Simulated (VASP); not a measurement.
Computed with rev-vdW-DF2, VASP's PBE PAW potentials (set 64) (plane waves; VASP).

VASP input:

KPOINTS:
```
Automatic mesh
0
Gamma
7 7 7
0 0 0
```

### INCAR
```
SYSTEM = InP
PREC = Accurate; ENCUT = 520; LREAL = .False.
LASPH = .True.
EDIFF = 1E-6; NELM = 100; ALGO = Normal
LMAXMIX = 4
ISMEAR = 0; SIGMA = 0.05
GGA = MK; LUSE_VDW = .True.; AGGAC = 0.0
PARAM1 = 0.1234568; PARAM2 = 0.7114; ZAB_VDW = -1.8867
IBRION = 2; NSW = 60; ISIF = 3
EDIFFG = -0.01
LWAVE = .False.; LCHARG = .False.
```

POSCAR:
```
InP
1
    0.0000000000     2.9633379381     2.9633379381
    2.9633379381     0.0000000000     2.9633379381
    2.9633379381     2.9633379381    -0.0000000000
In P
1 1
Direct
  0.0000000000   0.0000000000   0.0000000000
  0.2500000000   0.2500000000   0.2500000000
```

POTCAR, in this order: In_d P (PBE.64 set). Program: vasp_std.

The resulting files:

File OSZICAR:
```
       N       E                     dE             d eps       ncg     rms          rms(c)
DAV:   1     0.120025340132E+03    0.12003E+03   -0.85641E+03   520   0.152E+03
DAV:   2     0.409450051600E+01   -0.11593E+03   -0.11278E+03   535   0.333E+02
DAV:   3    -0.456864341425E+01   -0.86631E+01   -0.86000E+01   690   0.929E+01
DAV:   4    -0.480467405003E+01   -0.23603E+00   -0.23589E+00   563   0.173E+01
DAV:   5    -0.481794535326E+01   -0.13271E-01   -0.13271E-01   813   0.365E+00    0.485E+00
DAV:   6    -0.443632417784E+01    0.38162E+00   -0.77048E-01   750   0.154E+01    0.294E+00
DAV:   7    -0.441281216651E+01    0.23512E-01   -0.17673E-01   713   0.353E+00    0.112E+00
DAV:   8    -0.441147982827E+01    0.13323E-02   -0.13548E-02   660   0.168E+00    0.337E-01
DAV:   9    -0.441165776571E+01   -0.17794E-03   -0.18553E-03   677   0.696E-01    0.176E-01
DAV:  10    -0.441166761381E+01   -0.98481E-05   -0.18411E-04   667   0.112E-01    0.121E-01
DAV:  11    -0.441168314924E+01   -0.15535E-04   -0.21362E-05   589   0.424E-02    0.263E-02
DAV:  12    -0.441168403701E+01   -0.88776E-06   -0.15160E-05   635   0.831E-02    0.139E-02
DAV:  13    -0.441168407195E+01   -0.34947E-07   -0.65956E-07   315   0.868E-03
   1 F= -.44116841E+01 E0= -.44116841E+01  d E =-.441168E+01
```

File OUTCAR:
```
------------------------ aborting loop because EDIFF is reached ----------------------------------------
  FORCE on cell =-STRESS in cart. coord.  units (eV):
  Direction    XX          YY          ZZ          XY          YZ          ZX
  --------------------------------------------------------------------------------------
  Total       -0.0038233     -0.0038233     -0.0038233      0.0000000      0.0000000     -0.0000000
  in kB       -0.1176996     -0.1176996     -0.1176996      0.0000000      0.0000000     -0.0000000
  external PRESSURE =      -0.1176996 kB  Pullay stress =       0.0000000 kB
  volume of cell :       52.04
      direct lattice vectors                 reciprocal lattice vectors
     0.000000000  2.963337938  2.963337938    -0.168728647  0.168728647  0.168728647
     2.963337938  0.000000000  2.963337938     0.168728647 -0.168728647  0.168728647
     2.963337938  2.963337938  0.000000000     0.168728647  0.168728647 -0.168728647
  FREE ENERGIE OF THE ION-ELECTRON SYSTEM (eV)
  ---------------------------------------------------
  free  energy   TOTEN  =        -4.4116840720 eV

  energy  without entropy=       -4.4116840719  energy(sigma->0) =       -4.41168407

 reached required accuracy - stopping structural energy minimisation
```
(Selected blocks of OUTCAR.)

The compound is InP in the zinc blende structure. It was relaxed first. The start is the result of an earlier pass.
